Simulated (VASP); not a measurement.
Method: PBE GGA + U (Dudarev), VASP's PBE PAW potentials (set 64) (plane waves; VASP).

VASP input:

**KPOINTS**
```
Automatic mesh
0
Gamma
9 9 9
0 0 0
```

### POSCAR
```
NiSi2
1
    0.0000000000     2.7730300000     2.7697730000
    2.7641380000     0.0000000000     2.7697730000
    2.7641380000     2.7730300000     0.0000000000
Si Ni
2 1
Direct
  0.2500000000   0.2500000000   0.2500000000
  0.7500000000   0.7500000000   0.7500000000
 -0.0072690000   0.0072690000   0.0072690000
```

### INCAR
```
LWAVE = F
LDAU = T
ENCUT = 400   ! plane-wave cut-off (eV)
LDAUL = -1 2
EDIFF = 1E-6   ! SCF stop (eV)
LDAUTYPE = 2   ! Dudarev
LORBIT = 10
SIGMA = 0.1
LREAL = F
LDAUPRINT = 1
LASPH = T
LCHARG = F
GGA = PE
ALGO = Normal   ! blocked Davidson
LDAUJ = 0 0
PREC = Accurate
LDAUU = 0 1.0
SYSTEM = NiSi2
ISIF = 2   ! forces and stress, cell fixed
NELM = 100   ! most electronic steps
LMAXMIX = 4
ISMEAR = 1   ! Methfessel-Paxton
```

POTCAR, in this order: Si Ni (PBE.64 set). Program: vasp_std.

What VASP printed:

**OSZICAR**
```
       N       E                     dE             d eps       ncg     rms          rms(c)
DAV:   1     0.613540707998E+02    0.61354E+02   -0.66466E+03  3266   0.112E+03
DAV:   2    -0.147981896206E+02   -0.76152E+02   -0.71824E+02  3400   0.223E+02
DAV:   3    -0.182180017221E+02   -0.34198E+01   -0.33299E+01  4195   0.535E+01
DAV:   4    -0.182819963452E+02   -0.63995E-01   -0.63767E-01  3896   0.711E+00
DAV:   5    -0.182836878102E+02   -0.16915E-02   -0.16912E-02  4219   0.121E+00    0.147E+01
DAV:   6    -0.224852605979E+02   -0.42016E+01   -0.44042E+01  3459   0.166E+02    0.230E+01
DAV:   7    -0.167798454131E+02    0.57054E+01   -0.13610E+01  3895   0.105E+02    0.357E+00
DAV:   8    -0.167184397398E+02    0.61406E-01   -0.18991E+00  4716   0.230E+01    0.231E+00
DAV:   9    -0.166829345589E+02    0.35505E-01   -0.21153E-01  3930   0.868E+00    0.451E-01
DAV:  10    -0.166830968868E+02   -0.16233E-03   -0.48628E-03  4175   0.668E-01    0.279E-01
DAV:  11    -0.166832017072E+02   -0.10482E-03   -0.74016E-04  3877   0.359E-01    0.293E-02
DAV:  12    -0.166832302190E+02   -0.28512E-04   -0.53932E-05  4317   0.124E-01    0.231E-02
DAV:  13    -0.166832321634E+02   -0.19444E-05   -0.36396E-05  3766   0.121E-01    0.100E-02
DAV:  14    -0.166832325321E+02   -0.36865E-06   -0.18346E-06  3152   0.204E-02
   1 F= -.16683233E+02 E0= -.16683505E+02  d E =0.817891E-03
```

**OUTCAR**
```
------------------------ aborting loop because EDIFF is reached ----------------------------------------
  FORCE on cell =-STRESS in cart. coord.  units (eV):
  Direction    XX          YY          ZZ          XY          YZ          ZX
  --------------------------------------------------------------------------------------
  Total       -1.8522908     -1.8928433     -1.8707399      0.0000000      0.0000000      0.0000000
  in kB      -69.8926166    -71.4227868    -70.5887576      0.0000000      0.0000000      0.0000000
  external PRESSURE =     -70.6347203 kB  Pullay stress =       0.0000000 kB
  volume of cell :       42.46
      direct lattice vectors                 reciprocal lattice vectors
     0.000000000  2.773030000  2.769773000    -0.180888219  0.180308183  0.180520209
     2.764138000  0.000000000  2.769773000     0.180888219 -0.180308183  0.180520209
     2.764138000  2.773030000  0.000000000     0.180888219  0.180308183 -0.180520209
 POSITION                                       TOTAL-FORCE (eV/Angst)
 -----------------------------------------------------------------------------------
      1.38207      1.38651      1.38489         0.148099     -0.000000      0.000000
      4.14621      4.15954      4.15466         0.148099      0.000000      0.000000
      0.04019      2.77303      2.76977        -0.296197      0.000000      0.000000
 -----------------------------------------------------------------------------------
    total drift:                               -0.000233     -0.000002     -0.000002
  FREE ENERGIE OF THE ION-ELECTRON SYSTEM (eV)
  ---------------------------------------------------
  free  energy   TOTEN  =       -16.6832325321 eV

  energy  without entropy=      -16.6840504230  energy(sigma->0) =      -16.68350516

 total charge

# of ion       s       p       d       tot
------------------------------------------
    1        0.757   0.794   0.000   1.550
    2        0.757   0.794   0.000   1.550
    3        0.520   0.691   8.455   9.666
--------------------------------------------------
tot          2.034   2.278   8.455  12.767
```
(Selected blocks of OUTCAR.)

The compound is NiSi2 in the fluorite structure. The cell was not relaxed at this level, atoms are displaced from their ideal sites. The run is one of a series of settings (LDAU = .TRUE., LDAUJ = 0 0, LDAUL = -1 2, LDAUTYPE = 2, LDAUU = 0 1.0 against the base run), some of them coarse on purpose. The run is not spin-polarised, so no magnetic state was tried.
